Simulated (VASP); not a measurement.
Consider the following.

```
CELL_PARAMETERS angstrom
      1.85094    -3.20592     0.00000
      1.85094     3.20592     0.00000
      0.00000     0.00000     5.96583
ATOMIC_POSITIONS crystal
  Hf 0.00000 0.00000 0.00000
  S  0.33333 0.66667 0.25000
  S  0.66667 0.33333 0.75000
```

Calculation: LDA (Ceperley-Alder, Perdew-Zunger), VASP's LDA PAW potentials (set 64) (plane waves; VASP 6.6.1). Run with 300 eV cut-off, 8×8×5 Γ-centred mesh, Fermi-Dirac smearing of 0.020 eV, potentials Hf_pv S.

At this cut-off the stress carries a Pulay error, which pulls relaxed volumes low.

Question: Predict the energy per atom (σ→0), pressure.

Answer: 
```json
{
  "energy per atom (σ→0)": "-8.200 eV/atom",
  "pressure": "-10.33 GPa"
}
```

The absolute energy has meaning only against runs of the same code, potentials and settings.

The structure is a typed HfS2 crystal. The cell was not relaxed at this level.
